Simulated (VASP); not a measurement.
Calculation: PBE GGA, VASP's PBE PAW potentials (set 64) (plane waves; VASP).

VASP input:

File POSCAR:
```
YbSe
5.9514540
  0.7935983375   0.0000000000   0.0000000000
  0.0000000000   0.7935983375   0.0000000000
  0.0000000000   0.0000000000   1.0000000000
Yb Se
2 2
Cartesian
  0.3967991687   0.0000000000   0.2368000000
  0.0000000000   0.3967991687   0.7632000000
  0.0000000000   0.0000000000   0.0000000000
  0.3967991687   0.3967991687   0.0000000000
```

### INCAR
```
SYSTEM  =  YbSe
PREC  =  Accurate; ENCUT  =  450; LREAL  =  .False.
LASPH  =  .True.
EDIFF  =  1E-6; NELM  =  100; ALGO  =  Normal
LMAXMIX  =  6
ISMEAR  =  0; SIGMA  =  0.05
GGA  =  PE
ISIF  =  2
LWAVE  =  .False.; LCHARG  =  .False.
```

### KPOINTS
```
Automatic
0
Gamma
4 4 4
```

POTCAR, in this order: Yb_2 Se (PBE.64 set). Program: vasp_std.

The 4f electrons are frozen in the core of the lanthanide potential, so 4f levels, which can set the real gap, and their magnetism are missing.

Task: What does the run give for the energy per atom (σ→0), pressure, largest force, band gap (on the k-mesh)?

Result: 
```
Item                                                        Result
------------------------  ----------------------------------------
energy per atom (σ→0)                               -3.569 eV/atom
band gap (on the k-mesh)  none (metal, semimetal or under 0.01 eV)
pressure                                                  4.93 GPa
largest force                                           0.450 eV/Å
```

OSZICAR:
```
...
DAV:   9    -0.142836502190E+02    0.34443E-01   -0.83432E-02   688   0.133E+00    0.510E-01
DAV:  10    -0.142813221398E+02    0.23281E-02   -0.40987E-02   718   0.630E-01    0.290E-01
DAV:  11    -0.142813380012E+02   -0.15861E-04   -0.20652E-03   686   0.250E-01    0.487E-02
DAV:  12    -0.142813972389E+02   -0.59238E-04   -0.89355E-05   716   0.531E-02    0.942E-03
DAV:  13    -0.142814089218E+02   -0.11683E-04   -0.12565E-05   708   0.213E-02    0.664E-03
DAV:  14    -0.142814119108E+02   -0.29891E-05   -0.44814E-06   570   0.111E-02    0.229E-03
DAV:  15    -0.142814118244E+02    0.86434E-07   -0.88688E-07   466   0.475E-03
   1 F= -.14281412E+02 E0= -.14276624E+02  d E =-.957595E-02
```

The structure was generated: YbSe was put into the litharge type (P4/nmm), which need not be its known phase. The cell was not relaxed at this level. The k-mesh is coarse (spacing up to 0.33 per Å, 2π included), so the numbers may not be converged in it. The run is one of a series of settings (ENCUT = 450 against the base run), some of them coarse on purpose.
